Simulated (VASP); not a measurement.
Energy against volume of Os (hcp). Computed with r2SCAN+rVV10, VASP's PBE PAW potentials (set 64) (plane waves; VASP). Run with 520 eV cut-off, 15×15×9 Γ-centred mesh, first-order Methfessel-Paxton smearing of 0.10 eV, potentials Os.

Shape and ions are relaxed at each volume.

```json
[
 {"V (Å³/atom)": "13.156", "E (eV/atom)": "-52.82089"},
 {"V (Å³/atom)": "13.576", "E (eV/atom)": "-52.88082"},
 {"V (Å³/atom)": "13.996", "E (eV/atom)": "-52.89919"},
 {"V (Å³/atom)": "14.416", "E (eV/atom)": "-52.88269"}
]
```

Question: Fit these four points and predict the energy of the run at 14.836 Å³/atom.

Answer: A cubic in V^(−2/3), the third-order Birch-Murnaghan form, passes through the four points with V0 = 14.00 Å³/atom and B0 = 442 GPa, and gives -52.8370 eV/atom there. The run gave -52.8370 eV/atom, -0.0 meV/atom from the fit; all five points give B0 = 442 GPa.

The compound is Os in the hcp structure. It was relaxed first.
